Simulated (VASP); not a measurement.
These are PBE GGA, VASP's PBE PAW potentials (set 64) (plane waves; VASP) values and carry that method's errors.

A VASP calculation is set up with these files.

File KPOINTS:
```
Automatic mesh
0
Gamma
1 1 1
0 0 0
```

**INCAR**
```
SYSTEM=Zn28S26
PREC=Normal; ENCUT=400; LREAL=Auto
LASPH=.TRUE.; ISYM=0
EDIFF=1E-5; NELM=100; NELMIN=4
ALGO=Fast; LMAXMIX=4
ISMEAR=0; SIGMA=0.05
GGA=PE
IBRION=2; NSW=60; ISIF=2
EDIFFG=-0.03
LWAVE=.FALSE.; LCHARG=.FALSE.
```

File POSCAR:
```
Zn28S26
1
    0.0000000000     8.1689588889     8.1689588889
    8.1689588889     0.0000000000     8.1689588889
    8.1689588889     8.1689588889     0.0000000000
Zn S
28 26
Direct
  0.0000000000   0.0000000000   0.0000000000
  0.0000000000   0.0000000000   0.3333330000
  0.0000000000   0.0000000000   0.6666670000
  0.0000000000   0.3333330000   0.0000000000
  0.0000000000   0.3333330000   0.3333330000
  0.0000000000   0.3333330000   0.6666670000
  0.0000000000   0.6666670000   0.0000000000
  0.0000000000   0.6666670000   0.3333330000
  0.0000000000   0.6666670000   0.6666670000
  0.3333330000   0.0000000000   0.0000000000
  0.3333330000   0.0000000000   0.3333330000
  0.3333330000   0.0000000000   0.6666670000
  0.3333330000   0.3333330000   0.0000000000
  0.3297650000   0.3311770000   0.3395320000
  0.4157060000   0.4149230000   0.4172770000
  0.3311440000   0.3320540000   0.6642550000
  0.3333330000   0.6666670000   0.0000000000
  0.3322610000   0.6649540000   0.3317380000
  0.3333330000   0.6666670000   0.6666670000
  0.6666670000   0.0000000000   0.0000000000
  0.6666670000   0.0000000000   0.3333330000
  0.6666670000   0.0000000000   0.6666670000
  0.6666670000   0.3333330000   0.0000000000
  0.6687800000   0.3361660000   0.3360240000
  0.6666670000   0.3333330000   0.6666670000
  0.6666670000   0.6666670000   0.0000000000
  0.6666670000   0.6666670000   0.3333330000
  0.6666670000   0.6666670000   0.6666670000
  0.0833330000   0.0833330000   0.0833330000
  0.0833330000   0.0833330000   0.4166670000
  0.0833330000   0.0833330000   0.7500000000
  0.0833330000   0.4166670000   0.0833330000
  0.0833330000   0.4166670000   0.4166670000
  0.0833330000   0.4166670000   0.7500000000
  0.0833330000   0.7500000000   0.0833330000
  0.0833330000   0.7500000000   0.4166670000
  0.0833330000   0.7500000000   0.7500000000
  0.4166670000   0.0833330000   0.0833330000
  0.4166670000   0.0833330000   0.4166670000
  0.4166670000   0.0833330000   0.7500000000
  0.4166670000   0.4166670000   0.0833330000
  0.4166670000   0.4166670000   0.7500000000
  0.4166670000   0.7500000000   0.0833330000
  0.4166670000   0.7500000000   0.4166670000
  0.4166670000   0.7500000000   0.7500000000
  0.7500000000   0.0833330000   0.0833330000
  0.7500000000   0.0833330000   0.4166670000
  0.7500000000   0.0833330000   0.7500000000
  0.7500000000   0.4166670000   0.0833330000
  0.7500000000   0.4166670000   0.4166670000
  0.7500000000   0.4166670000   0.7500000000
  0.7500000000   0.7500000000   0.0833330000
  0.7500000000   0.7500000000   0.4166670000
  0.7500000000   0.7500000000   0.7500000000
```

POTCAR, in this order: Zn S (PBE.64 set). Program: vasp_gam.

The supercell is sampled at Γ alone, which is coarse: total energies, pressure and levels can be off, energies of defects by several tenths of an eV.

Problem. Estimate the energy per atom (σ→0).

Solution. 
| Property | Result |
|---|---|
| energy per atom (σ→0) | -3.184 eV/atom |

**OSZICAR**
```
...
       N       E                     dE             d eps       ncg     rms          rms(c)
DAV:   1    -0.171953517134E+03   -0.40291E-03   -0.19597E+00   600   0.249E+00    0.345E-01
RMM:   2    -0.171955120979E+03   -0.16038E-02   -0.17707E-02   592   0.285E-01    0.927E-02
RMM:   3    -0.171955414933E+03   -0.29395E-03   -0.30922E-03   596   0.118E-01    0.934E-02
RMM:   4    -0.171955438172E+03   -0.23239E-04   -0.56198E-04   610   0.604E-02    0.770E-02
RMM:   5    -0.171955424656E+03    0.13516E-04   -0.17645E-04   584   0.321E-02    0.168E-02
RMM:   6    -0.171955428731E+03   -0.40744E-05   -0.36605E-05   438   0.137E-02
  34 F= -.17195543E+03 E0= -.17195543E+03  d E =-.231647E-02
```

The cell is a supercell with a defect, built from a database entry that may be metastable or hypothetical: Zn_S. The run is not spin-polarised, so no state with unpaired spins was tried.
